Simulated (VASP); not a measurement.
The cell holds one Cd (hcp) (0 0 0 1) slab, with vacuum along c, ions free to move until forces fall under 0.03 eV/Å, no reconstruction beyond this cell, dipole correction on.

Input:

```
Cd
1.0
    2.96722     0.00000     0.00000
   -1.48361     2.56969     0.00000
    0.00000     0.00000    25.69478
Cd
4
Direct
  0.66667   0.33333   0.44770
  0.33333   0.66667   0.33850
  0.66667   0.33333   0.66150
  0.33333   0.66667   0.55230
```

The numbers are results of PBEsol GGA, VASP's PBE PAW potentials (set 64) (plane waves; VASP), not measurements. Settings: 400 eV cut-off, 11×11×1 Γ-centred mesh, first-order Methfessel-Paxton smearing of 0.10 eV, potentials Cd.

Slab and bulk use different k-meshes, so the surface energy is good to a few per cent at best.

**Question.** Predict its surface energy, work function, band gap (on the k-mesh).

**Answer.** 
The surface energy is 0.35 J/m², the work function comes out as 4.17 eV and the band gap (on the k-mesh) comes out as none (metal, semimetal or under 0.01 eV).

The cell is a thin slab with vacuum, built from Cd (hcp): (001) face.
